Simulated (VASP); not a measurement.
These are PBEsol GGA, VASP's PBE PAW potentials (set 64) (plane waves; VASP) values and carry that method's errors.

A VASP calculation is set up with these files.

### KPOINTS
```
Automatic mesh
0
Gamma
3 3 3
0 0 0
```

**POSCAR**
```
Ba
1.0
 -7.3424514168   7.3424514168   7.3424514168
  7.3424514168  -7.3424514168   7.3424514168
  7.3424514168   7.3424514168  -7.3424514168
Ba
27
direct
  0.0000000000   0.0000000000   0.0000000000
  0.0000000000   0.0000000000   0.3333333333
  0.0000000000   0.0000000000   0.6666666667
  0.0000000000   0.3333333333   0.0000000000
  0.0000000000   0.3333333333   0.3333333333
  0.0000000000   0.3333333333   0.6666666667
  0.0000000000   0.6666666667   0.0000000000
  0.0000000000   0.6666666667   0.3333333333
  0.0000000000   0.6666666667   0.6666666667
  0.3333333333   0.0000000000   0.0000000000
  0.3333333333   0.0000000000   0.3333333333
  0.3333333333   0.0000000000   0.6666666667
  0.3333333333   0.3333333333   0.0000000000
  0.3333333333   0.3333333333   0.3333333333
  0.3333333333   0.3333333333   0.6666666667
  0.3333333333   0.6666666667   0.0000000000
  0.3333333333   0.6666666667   0.3333333333
  0.3333333333   0.6666666667   0.6666666667
  0.6666666667   0.0000000000   0.0000000000
  0.6666666667   0.0000000000   0.3333333333
  0.6666666667   0.0000000000   0.6666666667
  0.6666666667   0.3333333333   0.0000000000
  0.6666666667   0.3333333333   0.3333333333
  0.6666666667   0.3333333333   0.6666666667
  0.6666666667   0.6666666667   0.0000000000
  0.6666666667   0.6666666667   0.3333333333
  0.6666666667   0.6666666667   0.6666666667
```

QPOINTS:
```
k-points along high-symmetry lines
13
Line-mode
Cartesian
  0.000000   0.000000   0.000000 ! GAMMA
  0.000000   0.204291   0.000000 ! H

  0.000000   0.204291   0.000000 ! H
  0.102146   0.102146   0.000000 ! N

  0.102146   0.102146   0.000000 ! N
  0.000000   0.000000   0.000000 ! GAMMA

  0.000000   0.000000   0.000000 ! GAMMA
  0.102146   0.102146   0.102146 ! P

  0.102146   0.102146   0.102146 ! P
  0.000000   0.204291   0.000000 ! H

  0.102146   0.102146   0.102146 ! P
  0.102146   0.102146   0.000000 ! N
```

### INCAR
```
SYSTEM=Ba
IBRION=6   # finite differences
ISIF=2
LMAXMIX=4   # l cut-off of mixed one-centre charges
SIGMA=0.1
GGA=PS   # PBEsol
LREAL=.FALSE.   # projection in real space or not
ENCUT=400   # plane-wave cut-off (eV)
LCHARG=.FALSE.
ISMEAR=1
LWAVE=.FALSE.
LPHON_DISPERSION=.TRUE.
PREC=Accurate
LASPH=.TRUE.
NFREE=2
ALGO=Normal
POTIM=0.015
NELM=100   # most electronic steps
NSW=1   # most ionic steps
EDIFF=1E-7
```

POTCAR, in this order: Ba_sv (PBE.64 set). Program: vasp_std.

The resulting files:

**OSZICAR**
```
       N       E                     dE             d eps       ncg     rms          rms(c)
DAV:   1     0.215064849084E+04    0.21506E+04   -0.96225E+04  1296   0.113E+03
DAV:   2     0.129127184836E+03   -0.20215E+04   -0.19891E+04  1672   0.265E+02
DAV:   3    -0.467208322439E+02   -0.17585E+03   -0.17152E+03  1752   0.785E+01
DAV:   4    -0.576398668380E+02   -0.10919E+02   -0.10667E+02  2064   0.143E+01
DAV:   5    -0.580217005629E+02   -0.38183E+00   -0.37576E+00  1680   0.266E+00    0.917E+00
DAV:   6    -0.579932726507E+02    0.28428E-01   -0.36885E-01  1752   0.120E+00    0.530E+00
DAV:   7    -0.579688114066E+02    0.24461E-01   -0.16965E-01  1592   0.128E+00    0.293E-01
DAV:   8    -0.579720401050E+02   -0.32287E-02   -0.13951E-02  1784   0.201E-01    0.212E-01
DAV:   9    -0.579722978678E+02   -0.25776E-03   -0.63868E-04  1640   0.583E-02    0.307E-02
DAV:  10    -0.579722860128E+02    0.11855E-04   -0.67397E-05  1984   0.145E-02    0.744E-03
DAV:  11    -0.579722824994E+02    0.35134E-05   -0.97537E-06  1784   0.606E-03    0.390E-03
DAV:  12    -0.579722797841E+02    0.27154E-05   -0.72936E-07  1360   0.165E-03    0.130E-03
DAV:  13    -0.579722795023E+02    0.28179E-06   -0.43124E-08   984   0.463E-04    0.737E-04
DAV:  14    -0.579722795505E+02   -0.48232E-07   -0.24225E-08   960   0.376E-04
   1 F= -.57972280E+02 E0= -.57959535E+02  d E =-.382343E-01
 Found     1 degrees of freedom:
       N       E                     dE             d eps       ncg     rms          rms(c)
DAV:   1    -0.579714542308E+02    0.82527E-03   -0.38779E-01  2072   0.110E+00    0.940E-02
DAV:   2    -0.579720765948E+02   -0.62236E-03   -0.82808E-03  2208   0.171E-01    0.302E-02
DAV:   3    -0.579721140590E+02   -0.37464E-04   -0.55790E-04  3136   0.327E-02    0.106E-02
DAV:   4    -0.579721151042E+02   -0.10452E-05   -0.11309E-05  2560   0.546E-03    0.573E-03
DAV:   5    -0.579721154540E+02   -0.34984E-06   -0.19034E-06  2576   0.215E-03    0.235E-03
DAV:   6    -0.579721155856E+02   -0.13159E-06   -0.20192E-07  1736   0.794E-04    0.745E-04
DAV:   7    -0.579721155811E+02    0.44420E-08   -0.38227E-08  1440   0.476E-04
   2 F= -.57972116E+02 E0= -.57959374E+02  d E =-.382244E-01
       N       E                     dE             d eps       ncg     rms          rms(c)
DAV:   1    -0.579700752015E+02    0.20404E-02   -0.12081E+00  1990   0.181E+00    0.166E-01
DAV:   2    -0.579719942843E+02   -0.19191E-02   -0.26381E-02  2108   0.303E-01    0.528E-02
DAV:   3    -0.579721106479E+02   -0.11636E-03   -0.17386E-03  3110   0.585E-02    0.193E-02
DAV:   4    -0.579721140684E+02   -0.34205E-05   -0.39316E-05  2656   0.109E-02    0.100E-02
DAV:   5    -0.579721152411E+02   -0.11727E-05   -0.70448E-06  2670   0.422E-03    0.377E-03
DAV:   6    -0.579721155923E+02   -0.35119E-06   -0.74328E-07  2176   0.157E-03    0.128E-03
DAV:   7    -0.579721155843E+02    0.80036E-08   -0.14587E-07  1560   0.887E-04
   3 F= -.57972116E+02 E0= -.57959374E+02  d E =-.382244E-01
```

**OUTCAR**
```
------------------------ aborting loop because EDIFF is reached ----------------------------------------
  FORCE on cell =-STRESS in cart. coord.  units (eV):
  Direction    XX          YY          ZZ          XY          YZ          ZX
  --------------------------------------------------------------------------------------
  Total        0.0631605      0.0633344      0.0633344      0.0000000      0.0000000     -0.0000000
  in kB        0.0639106      0.0640866      0.0640866      0.0000000      0.0000000     -0.0000000
  external PRESSURE =       0.0640279 kB  Pullay stress =       0.0000000 kB
  volume of cell :     1583.37
      direct lattice vectors                 reciprocal lattice vectors
    -7.342451417  7.342451417  7.342451417     0.000000000  0.068097148  0.068097148
     7.342451417 -7.342451417  7.342451417     0.068097148  0.000000000  0.068097148
     7.342451417  7.342451417 -7.342451417     0.068097148  0.068097148  0.000000000
 POSITION                                       TOTAL-FORCE (eV/Angst)
 -----------------------------------------------------------------------------------
     -0.01500      0.00000      0.00000         0.021888      0.000000      0.000000
      2.44748      2.44748     -2.44748        -0.002108     -0.002425      0.002425
      4.89497      4.89497     -4.89497        -0.002108     -0.002455      0.002455
      2.44748     -2.44748      2.44748        -0.002108      0.002425     -0.002425
      4.89497      0.00000      0.00000        -0.000492      0.000000      0.000000
      7.34245      2.44748     -2.44748        -0.001037      0.000004     -0.000004
      4.89497     -4.89497      4.89497        -0.002108      0.002455     -0.002455
      7.34245     -2.44748      2.44748        -0.001037     -0.000004      0.000004
      9.78994      0.00000      0.00000        -0.000568      0.000000      0.000000
     -2.44748      2.44748      2.44748        -0.002108      0.002455      0.002455
      0.00000      4.89497      0.00000        -0.000788     -0.000013     -0.000000
      2.44748      7.34245     -2.44748         0.000419      0.000000      0.000110
      0.00000      0.00000      4.89497        -0.000788      0.000000     -0.000013
      2.44748      2.44748      2.44748        -0.002108     -0.002425     -0.002425
      4.89497      4.89497     -0.00000         0.000416     -0.000121     -0.000000
      2.44748     -2.44748      7.34245         0.000419      0.000110      0.000000
      4.89497     -0.00000      4.89497         0.000416      0.000000     -0.000121
      7.34245      2.44748      2.44748        -0.001037      0.000004      0.000004
     -4.89497      4.89497      4.89497        -0.002108      0.002425      0.002425
     -2.44748      7.34245      2.44748         0.000416      0.000000      0.000121
      0.00000      9.78994      0.00000        -0.000788      0.000013      0.000000
     -2.44748      2.44748      7.34245         0.000416      0.000121      0.000000
     -0.00000      4.89497      4.89497        -0.001037     -0.000004     -0.000004
      2.44748      7.34245      2.44748         0.000419      0.000000     -0.000110
      0.00000      0.00000      9.78994        -0.000788      0.000000      0.000013
      2.44748      2.44748      7.34245         0.000419     -0.000110      0.000000
      4.89497      4.89497      4.89497        -0.002108     -0.002455     -0.002455
 -----------------------------------------------------------------------------------
    total drift:                                0.000253      0.000000      0.000000
  FREE ENERGIE OF THE ION-ELECTRON SYSTEM (eV)
  ---------------------------------------------------
  free  energy   TOTEN  =       -57.9721155843 eV

  energy  without entropy=      -57.9338912315  energy(sigma->0) =      -57.95937413
```
(Selected blocks of OUTCAR.)

The cell is a supercell, built from Ba (bcc).
